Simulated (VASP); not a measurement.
Sn:

```
CELL_PARAMETERS angstrom
0.00000 3.23334 3.23334
3.23334 0.00000 3.23334
3.23334 3.23334 0.00000
ATOMIC_POSITIONS crystal
Sn 0.00000 0.00000 0.00000
Sn 0.25000 0.25000 0.25000
```

This isn't the form of Sn at room conditions, which is tetragonal (white tin).

```yaml
Program: VASP 6.6.1
Task: relaxation of cell and atoms
Functional: r2SCAN
Potentials_or_basis: VASP PAW PBE potentials, release 64 (Sn_d)
Cutoff: 600 eV
k_mesh: 10 × 10 × 10
Occupations: gaussian, width 0.03 eV
Spin: no spin polarisation
```

At the start: pressure 2.2 GPa; volume 33.80 Å³/atom.

Problem. How do energy, volume and symmetry change on relaxing?

Solution. Over 3 steps the energy falls by 10.4 meV/atom and the volume is 35.38 Å³/atom (+4.7 %); space group Fd-3m (No. 227, to 0.05 Å).

Step by step:
| step | energy change (eV) | largest force (eV/Å) | pressure (GPa) | volume (Å³) |
| --- | --- | --- | --- | --- |
| 1 | 0.0000 | 0.0000 | 2.20 | 67.61 |
| 2 | -0.0168 | 0.0000 | -0.85 | 72.24 |
| 3 | -0.0208 | 0.0000 | -0.01 | 70.76 |

Final structure:
```cif
data_structure
_symmetry_space_group_name_H-M 'P 1'
_symmetry_Int_Tables_number 1
_cell_length_a 4.6427
_cell_length_b 4.6427
_cell_length_c 4.6427
_cell_angle_alpha 60.000
_cell_angle_beta 60.000
_cell_angle_gamma 60.000
_cell_volume 70.76
loop_
_atom_site_label
_atom_site_type_symbol
_atom_site_fract_x
_atom_site_fract_y
_atom_site_fract_z
_atom_site_occupancy
Sn1 Sn 0.00000 0.00000 0.00000 1
Sn2 Sn 0.25000 0.25000 0.25000 1
```

Caveat: the PAW data sets were made with another functional, which shifts forces and pressure a little.
